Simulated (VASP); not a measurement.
# CeSb2Rh2 (I4/mmm) in VASP: a series of runs

The runs below take CeSb2Rh2 through single point, with PBE.

Everything below comes from runs of VASP 6.6.1. Logs are shortened: lines on timing, memory, paths and dates and some standing lists are left out, and cuts for length are marked.

### 1 The crystal as given

It takes space group I4/mmm (No. 139, tetragonal). Conventional cell: a = 4.457 Å, b = 4.457 Å, c = 10.107 Å, α = 90.00°, β = 90.00°, γ = 90.00°. Sb (site symmetry 4mm) is surrounded by 1 Sb at 2.53 Å and 4 Rh at 2.56 Å. Around Ce (site symmetry 4/mmm) lie 8 Rh at 3.37 Å and 10 Sb at 3.40 to 3.79 Å. Rh (site symmetry -4m2) has 4 Sb at 2.56 Å as nearest neighbours.

The cell was built by a generator and needn't be a form met in nature.

### 2 Single point, PBE

The input, INCAR:

```
  PREC = Accurate
  ENCUT = 520
  EDIFF = 1E-7
  ISMEAR = -1
  SIGMA = 0.1
  LREAL = False
  LASPH = True
  NELM = 60
  ALGO = Normal
  ISIF = 2
  LWAVE = False
  LCHARG = True
  GGA = PE
  LELF = True
  LVHAR = True
  NBANDS = 34
```

The input, KPOINTS:

```
Automatic mesh
0
Gamma
  5 5 5
```

The input, POSCAR:

```
CeSb2Rh2
1.0
    0.0000000000      4.4566460000      0.0000000000
    4.4566460000      0.0000000000      0.0000000000
    2.2283230000      2.2283230000     -5.0536540000
Sb Ce Rh
2 1 2
Direct
    0.3750000000      0.3750000000      0.2500000000
    0.6250000000      0.6250000000      0.7500000000
    0.0000000000      0.0000000000      0.0000000000
    0.7500000000      0.2500000000      0.5000000000
    0.2500000000      0.7500000000      0.5000000000
```

Potentials or basis: VASP PAW PBE potentials, release 64 (Sb, Ce, Rh_pv).

The run is started by

```console
> cat potpaw_PBE.64/Sb/POTCAR potpaw_PBE.64/Ce/POTCAR potpaw_PBE.64/Rh_pv/POTCAR > POTCAR
> mpirun -np 1 vasp_std > vasp.out
```

OUTCAR:

```text
PREC = Accurate
   ENCUT = 520
   EDIFF = 1E-7
   ISMEAR = -1
   LREAL = False
   LASPH = True
   NELM = 60
   ISIF = 2
   GGA = PE

 ion  position               nearest neighbor table
   1  0.375  0.375  0.250-   2 2.53   5 2.56   4 2.56   5 2.56   4 2.56   3 3.40   3 3.40   3 3.40
                             3 3.40
   2  0.625  0.625  0.750-   1 2.53   4 2.56   5 2.56   4 2.56   5 2.56   3 3.40   3 3.40   3 3.40
                             3 3.40
   3  0.000  0.000  0.000-   2 3.40   2 3.40   2 3.40   1 3.40   2 3.40   1 3.40   1 3.40   1 3.40

   4  0.750  0.250  0.500-   1 2.56   1 2.56   2 2.56   2 2.56   5 3.15   5 3.15   5 3.15   5 3.15

   5  0.250  0.750  0.500-   1 2.56   1 2.56   2 2.56   2 2.56   4 3.15   4 3.15   4 3.15   4 3.15

  LATTYP: Found a body centered tetragonal cell.
 ALAT       =     4.4566460000
 C/A-ratio  =     2.2679180711

  Lattice vectors:

 A1 = (  -2.2283230000,   2.2283230000,   5.0536540000)
 A2 = (   2.2283230000,  -2.2283230000,   5.0536540000)
 A3 = (   2.2283230000,   2.2283230000,  -5.0536540000)

Analysis of symmetry for initial positions (statically):
=====================================================================
 Subroutine PRICEL returns:
 Original cell was already a primitive cell.

 Routine SETGRP: Setting up the symmetry group for a
 body centered tetragonal supercell.

 Subroutine GETGRP returns: Found 16 space group operations
 (whereof 16 operations were pure point group operations)
 out of a pool of 16 trial point group operations.

The static configuration has the point symmetry D_4h.

Analysis of symmetry for dynamics (positions and initial velocities):
=====================================================================
 Subroutine PRICEL returns:
 Original cell was already a primitive cell.

 Routine SETGRP: Setting up the symmetry group for a
 body centered tetragonal supercell.

 Subroutine GETGRP returns: Found 16 space group operations
 (whereof 16 operations were pure point group operations)
 out of a pool of 16 trial point group operations.

The dynamic configuration has the point symmetry D_4h.

 Subroutine INISYM returns: Found 16 space group operations
 (whereof 16 operations are pure point group operations),
 and found     1 'primitive' translations

----------------------------------------------------------------------------------------

                                     Primitive cell

  volume of cell :     100.3741

  direct lattice vectors                    reciprocal lattice vectors
     0.000000000  4.456646000  0.000000000     0.000000000  0.224383987  0.098938313
     4.456646000  0.000000000  0.000000000     0.224383987  0.000000000  0.098938313
     2.228323000  2.228323000 -5.053654000     0.000000000  0.000000000 -0.197876626

  length of vectors
     4.456646000  4.456646000  5.955691860     0.245228391  0.245228391  0.197876626

  position of ions in fractional coordinates (direct lattice)
     0.375000000  0.375000000  0.250000000
     0.625000000  0.625000000  0.750000000
     0.000000000  0.000000000  0.000000000
     0.750000000  0.250000000  0.500000000
     0.250000000  0.750000000  0.500000000

  ion indices of the primitive-cell ions
   primitive index   ion index
                 1           1
                 2           2
                 3           3
                 4           4
                 5           5

----------------------------------------------------------------------------------------

 KPOINTS: Automatic mesh

Automatic generation of k-mesh.
 Grid dimensions read from file:
 generate k-points for:    5    5    5

 Generating k-lattice:

  Cartesian coordinates                     Fractional coordinates (reciprocal lattice)
     0.000000000  0.044876797  0.019787663     0.200000000  0.000000000  0.000000000
     0.044876797  0.000000000  0.019787663     0.000000000  0.200000000  0.000000000
     0.000000000  0.000000000 -0.039575325     0.000000000  0.000000000  0.200000000

  Length of vectors
     0.049045678  0.049045678  0.039575325

  Shift w.r.t. Gamma in fractional coordinates (k-lattice)
     0.000000000  0.000000000  0.000000000

 Subroutine IBZKPT returns following result:
 ===========================================

 Found     18 irreducible k-points:

 Following reciprocal coordinates:
            Coordinates               Weight
  0.000000  0.000000  0.000000      1.000000
  0.200000  0.000000  0.000000      8.000000
  0.400000  0.000000 -0.000000      8.000000
  0.200000  0.200000  0.000000      8.000000
  0.400000  0.200000 -0.000000     16.000000
 -0.400000  0.200000  0.000000     16.000000
[... 10 lines left out ...]
  0.000000  0.000000  0.400000      2.000000
 -0.200000  0.000000  0.400000      4.000000
   k-points           NKPTS =     18   k-points in BZ     NKDIM =     18   number of bands    NBANDS=     34
   number of dos      NEDOS =    301   number of ions     NIONS =      5
   total plane-waves  NPLWV =  62208
   dimension x,y,z NGX =    36 NGY =   36 NGZ =   48
   dimension x,y,z NGXF=    72 NGYF=   72 NGZF=   96
   ions per type =               2   1   2
   NGX,Y,Z   is equivalent  to a cutoff of  13.43, 13.43, 13.40 a.u.
   NGXF,Y,Z  is equivalent  to a cutoff of  26.86, 26.86, 26.80 a.u.
 SYSTEM =  unknown system
   PREC   = accura    normal or accurate (medium, high low for compatibility)
   ISTART =      0    job   : 0-new  1-cont  2-samecut
   ICHARG =      2    charge: 1-file 2-atom 10-const
   ISPIN  =      1    spin polarized calculation?
   LNONCOLLINEAR =      F non collinear calculations
   LSORBIT =      F    spin-orbit coupling
   LASPH  =      T    aspherical Exc in radial PAW
   ENCUT  =  520.0 eV  38.22 Ry    6.18 a.u.   8.29  8.29 11.07*2*pi/ulx,y,z
   NELM   =     60;   NELMIN=  2; NELMDL= -5     # of ELM steps
   EDIFF  = 0.1E-06   stopping-criterion for ELM
   LREAL  =      F    real-space projection
   EDIFFG = 0.1E-05   stopping-criterion for IOM
   NSW    =      0    number of steps for IOM
   IBRION =     -1    ionic relax: 0-MD 1-quasi-New 2-CG
   NFREE  =      0    steps in history (QN), initial steepest desc. (CG)
   ISIF   =      2    stress and relaxation
   ISYM   =      2    0-nonsym 1-usesym 2-fastsym
   POTIM  = 0.5000    time-step for ionic-motion
   TEBEG  =    0.0;   TEEND  =   0.0 temperature during run
   PSTRESS=    0.0 pullay stress
   NELECT =      52.0000    total number of electrons
   NUPDOWN=      -1.0000    fix difference up-down
   EMIN   =  10.00;   EMAX   =-10.00  energy-range for DOS
   EFERMI =   0.00;   METHOD = LEGACY
   ISMEAR =    -1;   SIGMA  =   0.10  broadening in eV -4-tet -1-fermi 0-gaus
   EFERMI_NEDOS =   21; number of points for ismear=-14 and -15
   IALGO  =     38    algorithm
   IMIX   =      4    mixing-type and parameters
     AMIX     =   0.40;   BMIX     =  1.00
     AMIX_MAG =   1.60;   BMIX_MAG =  1.00
  volume/ion in A,a.u.               =      20.07       135.47
  Fermi-wavevector in a.u.,A,eV,Ry     =   1.314827  2.484663 23.521352  1.728771
  Thomas-Fermi vector in A             =   2.445053
   LORBIT       =      0    0 simple, 1 ext, 2 COOP (PROOUT), +10 PAW based schemes
   GGA     = PE    functional components
   LHFCALC =     F    Hartree Fock is set to
   AEXX    =    0.0000 exact exchange contribution
   IVDW    =     0    specifies the selected vdW correction
   LEPSILON=     F    determine dielectric tensor
   LRPA    =     F    only Hartree local field effects (RPA)
 non-spin polarized calculation
  energy-cutoff  :      520.00
  volume of cell :      100.37
 maximum number of plane-waves:      2766
 NGX is ok and might be reduce to    36
   NGX = 17   NGY = 17   NGZ = 23

 number of electron      52.0000002 magnetization

 Free energy of the ion-electron system (eV)
  ---------------------------------------------------
  ext. energy  EPLUGINS =         0.00000000
  ---------------------------------------------------
  free energy    TOTEN  =       -31.46689979 eV

  energy without entropy =      -31.17834736  energy(sigma->0) =      -31.32262357

 E-fermi :  10.6437     XC(G=0): -11.7579

 val. band max:       10.6408726464   @ k =  -0.4000   0.0000   0.2000
 cond. band min:      10.6729019915   @ k =   0.4000   0.2000  -0.0000
 fundamental gap:      0.0320293452
 Fermi energy:        10.6436764754

 k-point     1 :       0.0000    0.0000    0.0000
  band No.  band energies     occupation
      1     -35.5959      2.00000
      2     -35.5959      2.00000
      3     -35.5253      2.00000
      4     -35.5253      2.00000
      5     -35.5069      2.00000
      6     -35.4886      2.00000
[... 26 lines left out ...]
     33      11.1269      0.01581
     34      12.3353      0.00000

 k-point     2 :       0.2000    0.0000    0.0000
  band No.  band energies     occupation
      1     -35.5902      2.00000
      2     -35.5891      2.00000
      3     -35.5331      2.00000
      4     -35.5320      2.00000
      5     -35.5052      2.00000
      6     -35.4904      2.00000
[... 26 lines left out ...]
     33      11.1441      0.01333
     34      11.5497      0.00023

 k-point     3 :       0.4000    0.0000   -0.0000
  band No.  band energies     occupation
      1     -35.5742      2.00000
      2     -35.5715      2.00000
      3     -35.5524      2.00000
      4     -35.5497      2.00000
      5     -35.5008      2.00000
      6     -35.4951      2.00000
[... 26 lines left out ...]
     33      11.5573      0.00022
     34      12.3617      0.00000
[... 482 lines left out ...]
 k-point    17 :       0.0000    0.0000    0.4000
  band No.  band energies     occupation
      1     -35.5959      2.00000
      2     -35.5959      2.00000
      3     -35.5253      2.00000
      4     -35.5253      2.00000
      5     -35.5072      2.00000
      6     -35.4885      2.00000
[... 26 lines left out ...]
     33      11.4036      0.00100
     34      12.3619      0.00000

 k-point    18 :      -0.2000    0.0000    0.4000
  band No.  band energies     occupation
      1     -35.5902      2.00000
      2     -35.5892      2.00000
      3     -35.5330      2.00000
      4     -35.5320      2.00000
      5     -35.5055      2.00000
      6     -35.4903      2.00000
[... 26 lines left out ...]
     33      12.0583      0.00000
     34      12.4833      0.00000

------------------------ aborting loop because EDIFF is reached ----------------------------------------

  FORCE on cell =-STRESS in cart. coord.  units (eV):
  Direction    XX          YY          ZZ          XY          YZ          ZX
  --------------------------------------------------------------------------------------
  -------------------------------------------------------------------------------------
  Total        4.8228946      4.8228946     13.5915837      0.0000000      0.0000000     -0.0000000
  in kB       76.9833088     76.9833088    216.9496062      0.0000000      0.0000000     -0.0000000
  external PRESSURE =     123.6387412 kB  Pullay stress =       0.0000000 kB

 VOLUME and BASIS-vectors are now :
 -----------------------------------------------------------------------------
  energy-cutoff  :      520.00
  volume of cell :      100.37
      direct lattice vectors                 reciprocal lattice vectors
     0.000000000  4.456646000  0.000000000     0.000000000  0.224383987  0.098938313
     4.456646000  0.000000000  0.000000000     0.224383987  0.000000000  0.098938313
     2.228323000  2.228323000 -5.053654000     0.000000000  0.000000000 -0.197876626

 POSITION                                       TOTAL-FORCE (eV/Angst)
 -----------------------------------------------------------------------------------
      2.22832      2.22832     -1.26341         0.000000      0.000000     -2.222724
      4.45665      4.45665     -3.79024        -0.000000     -0.000000      2.222724
      0.00000      0.00000      0.00000         0.000000     -0.000000     -0.000000
      2.22832      4.45665     -2.52683        -0.000000     -0.000000     -0.000000
      4.45665      2.22832     -2.52683         0.000000      0.000000      0.000000
 -----------------------------------------------------------------------------------
    total drift:                                0.000000      0.000000     -0.000000

  FREE ENERGIE OF THE ION-ELECTRON SYSTEM (eV)
  ---------------------------------------------------
  free  energy   TOTEN  =       -31.4668997901 eV

  energy  without entropy=      -31.1783473562  energy(sigma->0) =      -31.32262357
```

Run time: 2.4 min. Hardware: 1 thread of Intel Xeon Platinum 8259CL at 2.50GHz (Skylake/Cascade Lake), shared host; peak memory 0.28 GiB.

What came out:

```yaml
Free_energy: -31.4669 eV
Pressure: 12.4 GPa
Largest_force: 2.223 eV/Å
Band_gap_on_the_k_mesh: none (metal or under the smearing width)
```

Forces on the atoms (eV/Å):
```
Sb   0.000  0.000 -2.223
Sb   0.000  0.000  2.223
Ce   0.000  0.000  0.000
Rh   0.000  0.000  0.000
Rh   0.000  0.000  0.000
```

Levels at points of the mesh, in eV from the Fermi level:
```
           k point  band 23  band 24  band 25  band 26  band 27  band 28  band 29  band 30
(0.00, 0.00, 0.00)    -1.64    -1.55    -0.86    -0.50    -0.14    -0.14     0.39     0.42
```

Caveat: without U or exact exchange the open f shell lies at the Fermi level, which spoils levels, moments and volumes; forces of over 1 eV/Å show positions far from the minimum, so gaps and moduli don't describe the material at rest.

### 3 Single point, PBE

The input, INCAR:

```
  PREC = Accurate
  ENCUT = 520
  EDIFF = 1E-6
  ISMEAR = -1
  SIGMA = 0.1
  LREAL = F
  LASPH = T
  NELM = 100
  ALGO = Normal
  ISIF = 2
  LWAVE = F
  LCHARG = T
  GGA = PE
  LELF = T
  LVHAR = T
  NBANDS = 34
```

The input, KPOINTS:

```
regular mesh
0
Gamma
  5 5 5
```

POSCAR is that of step 2.

Potentials or basis: VASP PAW PBE potentials, release 64 (Sb, Ce, Rh_pv).

The run is started by

```console
> cat potpaw_PBE.64/Sb/POTCAR potpaw_PBE.64/Ce/POTCAR potpaw_PBE.64/Rh_pv/POTCAR > POTCAR
> mpirun -np 1 vasp_std > vasp.out
```

Wall time 1.7 min (1 thread of Intel Xeon Platinum 8259CL at 2.50GHz (Skylake/Cascade Lake), shared host); peak memory 0.28 GiB.

The run converged. Its results:

| Quantity | Value |
| --- | --- |
| Free energy | -31.4669 eV |
| Pressure | 12.3 GPa |
| Largest force | 2.223 eV/Å |
| Band gap on the k mesh | none (metal or under the smearing width) |

Forces in eV/Å, atoms in the order of the input:
```
Sb   0.000  0.000 -2.223
Sb   0.000  0.000  2.223
Ce   0.000  0.000  0.000
Rh   0.000  0.000  0.000
Rh   0.000  0.000  0.000
```

Stress tensor (GPa, compression positive):
```
 7.65  0.00  0.00
 0.00  7.65  0.00
 0.00  0.00 21.66
```

Levels at points of the mesh, in eV from the Fermi level:
| k point | band 23 | band 24 | band 25 | band 26 | band 27 | band 28 | band 29 | band 30 |
| --- | --- | --- | --- | --- | --- | --- | --- | --- |
| (0.00, 0.00, 0.00) | -1.64 | -1.55 | -0.86 | -0.50 | -0.14 | -0.14 | 0.39 | 0.42 |

Caveat: without U or exact exchange the open f shell lies at the Fermi level, which spoils levels, moments and volumes; forces of over 1 eV/Å show positions far from the minimum, so gaps and moduli don't describe the material at rest.

### 4 Single point, PBE

The input, INCAR:

```
ALGO = Normal
EDIFF = 1E-6
ENCUT = 520
GGA = PE
ISIF = 2
ISMEAR = -5
LASPH = True
LCHARG = False
LREAL = False
LWAVE = False
NBANDS = 34
NELM = 100
PREC = Accurate
SIGMA = 0.1
```

The input, KPOINTS:

```
k-points
0
Gamma
  5 5 5
```

POSCAR is that of step 3.

The run is started by

```console
> cat potpaw_PBE.64/Sb/POTCAR potpaw_PBE.64/Ce/POTCAR potpaw_PBE.64/Rh_pv/POTCAR > POTCAR
> mpirun -np 1 vasp_std > vasp.out
```

Run time: 2.1 min. Hardware: 1 thread of Intel Xeon Platinum 8259CL at 2.50GHz (Skylake/Cascade Lake), shared host; peak memory 0.28 GiB.

It converged, with:

```
Free energy            : -31.3264 eV
Pressure               : 11.9 GPa
Largest force          : 2.139 eV/Å
Band gap on the k mesh : none (metal or under the smearing width)
```

Forces in eV/Å, atoms in the order of the input:
```
Sb   0.000  0.000 -2.139
Sb   0.000  0.000  2.139
Ce   0.000  0.000  0.000
Rh   0.000  0.000  0.000
Rh   0.000  0.000  0.000
```

Stress tensor (GPa, compression positive):
```
 7.15  0.00  0.00
 0.00  7.15  0.00
 0.00  0.00 21.29
```

Levels at points of the mesh, in eV from the Fermi level:
| k point | band 23 | band 24 | band 25 | band 26 | band 27 | band 28 | band 29 | band 30 |
| --- | --- | --- | --- | --- | --- | --- | --- | --- |
| (0.00, 0.00, 0.00) | -1.61 | -1.51 | -0.81 | -0.46 | -0.19 | -0.19 | 0.33 | 0.34 |

Caveat: without U or exact exchange the open f shell lies at the Fermi level, which spoils levels, moments and volumes; forces of over 1 eV/Å show positions far from the minimum, so gaps and moduli don't describe the material at rest; tetrahedron occupations give inexact forces and stress in metals. The run has no spin-orbit coupling, so splittings on Ce, Sb are missing.
